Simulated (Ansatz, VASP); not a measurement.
**WC (Qusongite): VASP beside Ansatz**

Wanted: the spread between two codes on one cell, functional and k mesh. The cell is taken from a series of runs on this material, whose earlier steps may have relaxed, scaled, displaced or heated it; both programs get it as it stands.

Main program and level: Ansatz 0.2.0; plane waves, with VASP 6.6.1 beside it; zone-centre phonons at PBEsol.

## 1. The structure

It takes space group P-6m2 (No. 187, hexagonal). The conventional cell has a = 2.812 Å, b = 2.812 Å, c = 2.862 Å, α = 90.00°, β = 90.00°, γ = 120.00°. Nearest to C lie 6 W at 2.16 Å. W has 6 C at 2.16 Å nearest. Farther neighbours are not listed.

## 2. VASP: zone-centre phonons, PBEsol

Second derivatives magnify differences that forces hide, and they need a tight electronic threshold.

Lines of VASP's logs that name or quote its potential files are left out, and so is its time.

File INCAR:

```
SYSTEM = WC
PREC = Accurate
ENCUT = 600
EDIFF = 1E-08
NELM = 120
ISMEAR = 1
SIGMA = 0.2
LREAL = .FALSE.
ALGO = Normal
GGA = PS
NBANDS = 11
LASPH = .TRUE.
LORBIT = 11
LWAVE = .FALSE.
LCHARG = .FALSE.
ISIF = 2
IBRION = 8
GGA_COMPAT = .FALSE.
KPAR = 2
```

File POSCAR:

```
WC
1.0
    2.8116377839      0.0000000000      0.0000000000
   -1.4058188919      2.4349497471      0.0000000000
    0.0000000000      0.0000000000      2.8622449387
C W
1 1
Direct
    0.6666666667      0.3333333333      0.5000000000
    0.0000000000      1.0000000000      1.0000000000
```

File KPOINTS:

```
Automatic mesh
0
Gamma
18 18 16
0 0 0
```

Potentials, in the order of the species: C and W (PBE family, release 64).

On the command line:

```sh
> mpirun -np 2 vasp_std
```

Numbers of over 12 decimals in the logs are rounded to 6 here.

The log of the run:

```text
[banner, memory and clock lines left out]
running    2 mpi-ranks, on    1 nodes
 distrk:  each k-point on    1 cores,    2 groups
 distr:  one band on    1 cores,    1 groups

 POSCAR found type information on POSCAR C W
 POSCAR found :  2 types and       2 ions
|                                                                             |
|               ----> ADVICE to this user running VASP <----                  |
|                                                                             |
|     You enforced a specific xc type in the INCAR file but a different       |
|     [... a line on the potential file left out ...]
|     I HOPE YOU KNOW WHAT YOU ARE DOING!                                     |
|                                                                             |

 LDA part: xc-table for (Slater+PW92), standard interpolation
 POSCAR, INCAR and KPOINTS ok, starting setup
 FFT: planning ... GRIDC
 FFT: planning ... GRID_SOFT
 FFT: planning ... GRID
 WAVECAR not read
 entering main loop
       N       E                     dE             d eps       ncg     rms          rms(c)
DAV:   1     0.282328805315E+02    0.28233E+02   -0.55258E+03  7326   0.934E+02
DAV:   2    -0.246385596031E+02   -0.52871E+02   -0.50310E+02  8420   0.216E+02
DAV:   3    -0.267748741929E+02   -0.21363E+01   -0.21133E+01  9090   0.363E+01
DAV:   4    -0.267883851248E+02   -0.13511E-01   -0.13506E-01  8119   0.338E+00
DAV:   5    -0.267884408810E+02   -0.55756E-04   -0.55755E-04  8982   0.213E-01    0.379E+01
DAV:   6    -0.240030752615E+02    0.27854E+01   -0.12426E+01  8655   0.217E+01    0.134E+01
DAV:   7    -0.239185979583E+02    0.84477E-01   -0.58617E-01  7581   0.614E+00    0.914E+00
DAV:   8    -0.238757334471E+02    0.42865E-01   -0.78185E-02  7998   0.210E+00    0.179E+00
DAV:   9    -0.238721307522E+02    0.36027E-02   -0.94969E-03  7956   0.634E-01    0.181E-01
DAV:  10    -0.238720715150E+02    0.59237E-04   -0.62037E-04  8597   0.209E-01    0.120E-01
DAV:  11    -0.238720635208E+02    0.79942E-05   -0.63736E-05  8900   0.562E-02    0.138E-02
DAV:  12    -0.238720612405E+02    0.22803E-05   -0.40738E-06  8268   0.135E-02    0.531E-03
DAV:  13    -0.238720612438E+02   -0.33722E-08   -0.16232E-07  8445   0.394E-03    0.694E-04
DAV:  14    -0.238720612312E+02    0.12617E-07   -0.45696E-09  4620   0.531E-04    0.106E-03
DAV:  15    -0.238720612476E+02   -0.16383E-07   -0.16239E-09  3888   0.346E-04    0.307E-04
DAV:  16    -0.238720612442E+02    0.33490E-08   -0.11173E-10  3801   0.113E-04
   1 F= -.23872061E+02 E0= -.23872322E+02  d E =0.781350E-03
 Linear response reoptimize wavefunctions to high precision
DAV:   1    -0.238720612455E+02   -0.12869E-08   -0.13505E-11  4080   0.310E-05
DAV:   2    -0.238720612455E+02   -0.93223E-11   -0.85991E-13  3750   0.103E-05
 Linear response DOF=           4
 Linear response progress:
  Degree of freedom:   1/  4
       N       E                     dE             d eps       ncg     rms          rms(c)
RMM:   1    -0.117837336679E+00   -0.11784E+00    0.41867E-02 76530   0.204E+00
RMM:   2    -0.115929068223E+00    0.19083E-02   -0.20553E-03 50566   0.434E-01    0.216E-01
RMM:   3    -0.116225993632E+00   -0.29693E-03   -0.42128E-04 47974   0.142E-01    0.115E-01
RMM:   4    -0.117030729623E+00   -0.80474E-03   -0.32032E-04 47713   0.118E-01    0.253E-02
RMM:   5    -0.116995571987E+00    0.35158E-04   -0.48800E-06 52607   0.205E-02    0.141E-03
RMM:   6    -0.117010546915E+00   -0.14975E-04   -0.25153E-07 52779   0.255E-03    0.546E-04
RMM:   7    -0.117007022509E+00    0.35244E-05    0.17857E-09 53156   0.424E-04    0.842E-05
RMM:   8    -0.117007377490E+00   -0.35498E-06    0.10104E-08 53854   0.907E-05    0.371E-05
RMM:   9    -0.117007230841E+00    0.14665E-06   -0.14653E-08 55788   0.232E-05    0.359E-06
RMM:  10    -0.117007213696E+00    0.17145E-07   -0.13396E-09 51150   0.685E-06    0.146E-06
RMM:  11    -0.117007206570E+00    0.71253E-08   -0.16313E-09 43986   0.531E-06    0.451E-07
 first order change of Fermi-energy  -0.71329E-05
 force on displaced ion       1 direction 1 : -18.216   0.001   0.000
 Linear response progress:
  Degree of freedom:   2/  4
       N       E                     dE             d eps       ncg     rms          rms(c)
RMM:   1    -0.123255077840E+00   -0.12326E+00    0.73004E-02 27243   0.220E+00
RMM:   2    -0.122905740100E+00    0.34934E-03   -0.23192E-03 17931   0.472E-01    0.205E-01
RMM:   3    -0.122929254805E+00   -0.23515E-04   -0.97648E-04 16969   0.204E-01    0.987E-02
RMM:   4    -0.123855240124E+00   -0.92599E-03   -0.66420E-04 17479   0.153E-01    0.238E-02
RMM:   5    -0.123845816661E+00    0.94235E-05   -0.14280E-05 18398   0.268E-02    0.359E-03
RMM:   6    -0.123888216636E+00   -0.42400E-04   -0.11862E-06 17904   0.717E-03    0.558E-04
RMM:   7    -0.123888197596E+00    0.19040E-07   -0.35639E-08 18939   0.127E-03    0.163E-04
RMM:   8    -0.123887499842E+00    0.69775E-06   -0.58574E-09 18879   0.137E-04    0.659E-05
RMM:   9    -0.123887268406E+00    0.23144E-06   -0.84762E-09 19307   0.458E-05    0.190E-05
RMM:  10    -0.123887133389E+00    0.13502E-06   -0.65935E-09 19368   0.274E-05    0.198E-06
RMM:  11    -0.123887120310E+00    0.13078E-07   -0.59949E-09 19672   0.803E-06    0.939E-07
RMM:  12    -0.123887121144E+00   -0.83402E-09   -0.23701E-09 13838   0.444E-06    0.172E-07
 first order change of Fermi-energy   0.65694E-03
 force on displaced ion       1 direction 3 :   0.000   0.000 -16.558
 Linear response progress:
  Degree of freedom:   3/  4
       N       E                     dE             d eps       ncg     rms          rms(c)
RMM:   1    -0.109441042181E+00   -0.10944E+00   -0.85307E-02 65087   0.198E+00
RMM:   2    -0.106616572211E+00    0.28245E-02   -0.18683E-03 49610   0.355E-01    0.215E-01
RMM:   3    -0.105635025888E+00    0.98155E-03   -0.33273E-04 51951   0.115E-01    0.126E-01
RMM:   4    -0.105184030614E+00    0.45100E-03   -0.54782E-04 52138   0.146E-01    0.202E-02
RMM:   6    -0.105201382735E+00   -0.13801E-05   -0.31270E-07 53803   0.235E-03    0.136E-03
RMM:   7    -0.105201163918E+00    0.21882E-06    0.49759E-08 53530   0.960E-04    0.104E-04
RMM:   8    -0.105200413210E+00    0.75071E-06   -0.10251E-07 55205   0.188E-04    0.225E-05
RMM:   9    -0.105200424483E+00   -0.11273E-07   -0.48233E-09 56284   0.353E-05    0.527E-06
RMM:  10    -0.105200417451E+00    0.70316E-08    0.64457E-09 56828   0.958E-06    0.269E-06
 first order change of Fermi-energy  -0.49953E-04
 force on displaced ion       2 direction 1 : -18.220   0.002   0.000
 Linear response progress:
  Degree of freedom:   4/  4
       N       E                     dE             d eps       ncg     rms          rms(c)
RMM:   1    -0.117044118319E+00   -0.11704E+00   -0.96007E-02 23926   0.200E+00
RMM:   2    -0.112881729297E+00    0.41624E-02   -0.24359E-03 17465   0.420E-01    0.183E-01
RMM:   3    -0.112305730783E+00    0.57600E-03   -0.21224E-04 18316   0.104E-01    0.101E-01
RMM:   4    -0.112280155177E+00    0.25576E-04   -0.32657E-04 18254   0.123E-01    0.138E-02
RMM:   5    -0.112291871612E+00   -0.11716E-04   -0.51863E-06 19078   0.155E-02    0.510E-03
RMM:   6    -0.112305039066E+00   -0.13167E-04   -0.70178E-08 19124   0.215E-03    0.123E-03
RMM:   7    -0.112305997272E+00   -0.95821E-06   -0.67202E-09 18741   0.691E-04    0.251E-04
RMM:   8    -0.112305769085E+00    0.22819E-06   -0.13764E-09 19483   0.151E-04    0.766E-05
RMM:   9    -0.112305340095E+00    0.42899E-06   -0.59813E-10 19663   0.553E-05    0.494E-06
RMM:  10    -0.112305316913E+00    0.23182E-07    0.84399E-10 20044   0.130E-05    0.169E-06
RMM:  11    -0.112305314323E+00    0.25907E-08   -0.11392E-09 16162   0.541E-06    0.238E-07
 first order change of Fermi-energy  -0.10437E-02
 force on displaced ion       2 direction 3 :   0.000  -0.000 -16.557
 Linear response finished
```

From OUTCAR (step 2):

```text
ion  position               nearest neighbor table
   1  0.667  0.333  0.500-   2 2.16   2 2.16   2 2.16   2 2.16   2 2.16   2 2.16
   2  0.000  0.000  0.000-   1 2.16   1 2.16   1 2.16   1 2.16   1 2.16   1 2.16

  LATTYP: Found a hexagonal cell.
 ALAT       =     2.8116377839
 C/A-ratio  =     1.0179991730

 Subroutine GETGRP returns: Found 12 space group operations
 (whereof 12 operations were pure point group operations)

The static configuration has the point symmetry D_3h.

 Found    333 irreducible k-points:

   k-points           NKPTS =    333   k-points in BZ     NKDIM =    333   number of bands    NBANDS=     11

   dimension x,y,z NGX =    24 NGY =   24 NGZ =   24
   dimension x,y,z NGXF=    48 NGYF=   48 NGZF=   48

   ENCUT  =  600.0 eV  44.10 Ry    6.64 a.u.   5.62  5.62  5.72*2*pi/ulx,y,z

   NELECT =      10.0000    total number of electrons

 k-points in reciprocal lattice and weights: Automatic mesh
   0.00000000  0.00000000  0.00000000       0.000
   0.05555556 -0.00000000  0.00000000       0.001
   0.11111111 -0.00000000  0.00000000       0.001
   0.16666667  0.00000000  0.00000000       0.001
   0.22222222 -0.00000000  0.00000000       0.001
   0.27777778  0.00000000  0.00000000       0.001
   0.33333333  0.00000000  0.00000000       0.001
   0.38888889  0.00000000  0.00000000       0.001
   0.44444444 -0.00000000  0.00000000       0.001
[...]
0.33333333  0.27777778  0.50000000       0.002
   0.33333333  0.33333333  0.50000000       0.000

 average (electrostatic) potential at core
       1 -45.5892       2 -36.1847

  Total        3.7691778      3.7691778      0.1179235      0.0000000      0.0000000     -0.0000000
  in kB      308.1775812    308.1775812      9.6417240      0.0000000      0.0000000     -0.0000000
  external PRESSURE =     208.6656288 kB  Pullay stress =       0.0000000 kB

  energy-cutoff  :      600.00
  volume of cell :       19.60
      direct lattice vectors                 reciprocal lattice vectors
     2.811637784  0.000000000  0.000000000     0.355664590  0.205343047  0.000000000
    -1.405818892  2.434949747  0.000000000     0.000000000  0.410686094  0.000000000
     0.000000000  0.000000000  2.862244939     0.000000000  0.000000000  0.349376109

 POSITION                                       TOTAL-FORCE (eV/Angst)
 -----------------------------------------------------------------------------------
      1.40582      0.81165      1.43112        -0.000000      0.000000      0.000000
      0.00000      0.00000      0.00000         0.000000      0.000000      0.000000
 -----------------------------------------------------------------------------------
    total drift:                               -0.000000      0.000000      0.000000

 Eigenvectors and eigenvalues of the dynamical matrix
 ----------------------------------------------------

   1 f  =   19.871487 THz   124.856236 2PiTHz  662.841461 cm-1    82.181830 meV
             X         Y         Z           dx          dy          dz
      1.405819  0.811650  1.431122    -0.668329   -0.701427   -0.000000
      0.000000  0.000000  0.000000     0.170841    0.179302   -0.000000

   2 f  =   19.871487 THz   124.856236 2PiTHz  662.841461 cm-1    82.181830 meV
             X         Y         Z           dx          dy          dz
      1.405819  0.811650  1.431122     0.701427   -0.668329    0.000000
      0.000000  0.000000  0.000000    -0.179302    0.170841    0.000000

   3 f  =   18.945244 THz   119.036480 2PiTHz  631.945324 cm-1    78.351199 meV
             X         Y         Z           dx          dy          dz
      1.405819  0.811650  1.431122     0.000000    0.000000    0.968855
      0.000000  0.000000  0.000000     0.000000    0.000000   -0.247630

   4 f/i=    0.000134 THz     0.000843 2PiTHz    0.004476 cm-1     0.000555 meV
             X         Y         Z           dx          dy          dz
      1.405819  0.811650  1.431122    -0.000000   -0.000000   -0.247630
      0.000000  0.000000  0.000000    -0.000000   -0.000000   -0.968855

   5 f/i=    0.000487 THz     0.003057 2PiTHz    0.016231 cm-1     0.002012 meV
             X         Y         Z           dx          dy          dz
      1.405819  0.811650  1.431122     0.084170    0.232919   -0.000000
      0.000000  0.000000  0.000000     0.329273    0.911177   -0.000000

   6 f/i=    0.000487 THz     0.003057 2PiTHz    0.016231 cm-1     0.002012 meV
             X         Y         Z           dx          dy          dz
      1.405819  0.811650  1.431122    -0.232919    0.084170   -0.000000
      0.000000  0.000000  0.000000    -0.911177    0.329273   -0.000000

 ELASTIC MODULI CONTR FROM IONIC RELAXATION (kBar)
 Direction    XX          YY          ZZ          XY          YZ          ZX
 --------------------------------------------------------------------------------
 XX        -227.8013    227.8013      0.0000     -0.0000     -0.0000      0.0000
 YY         227.8013   -227.8013     -0.0000     -0.0000      0.0000     -0.0000
 ZZ           0.0000     -0.0000     -0.0000      0.0000     -0.0000      0.0000
 XY          -0.0000     -0.0000      0.0000   -227.8013      0.0000     -0.0000
 YZ          -0.0000      0.0000     -0.0000      0.0000     -0.0000     -0.0000
 ZX           0.0000     -0.0000      0.0000     -0.0000     -0.0000     -0.0000
 --------------------------------------------------------------------------------
```

[end of part 1 of 2]

[Lines on the potential files, build, host, timing and source positions are cut from VASP's logs without a mark.]

[Logs are printed without paths, hosts, clocks, repeated set-up lines and the standing remarks that a program may print on its own settings, such as how far it seeks lower states.]

[Hosts, paths, dates, database ids (printed as entryN), source tags and the programs' standing remarks are cut or masked in the printed files.]
